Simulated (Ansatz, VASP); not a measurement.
## One calculation of SbOs, two programs

```xyz
2
Lattice="0.0000 2.6769 2.6769 2.6769 0.0000 2.6769 2.6769 2.6769 0.0000" Properties=species:S:1:pos:R:3 pbc="T T T"
Os    2.6769    2.6769    2.6769
Sb    0.0000    0.0000    0.0000
```

Alike in both runs: task single point; functional PBE; k mesh 12 × 12 × 12; occupations gaussian, width 0.05 eV; no spin polarisation.

|  | VASP | Ansatz |
| --- | --- | --- |
| version | VASP 6.6.1 | Ansatz 0.2.0 |
| potentials or method | VASP PAW PBE potentials, release 64 (Os, Sb) | scalar-relativistic, plane waves, PAW |
| plane-wave cutoff (eV) | 520 | 420 |
| valence electrons in the cell | 13 | 31 |

|  | VASP | Ansatz | Ansatz less VASP |
| --- | --- | --- | --- |
| gap on the k mesh at the Fermi level (eV) | none | none | - |
| pressure (GPa) | 6.6 | 6.7 | +0.09 |

A gap of «none» marks a metal or a gap that the smearing closes. The two sets of potentials don't hold the same shells in valence.

Spin-orbit coupling is left out, which matters for the levels of Os, Sb.
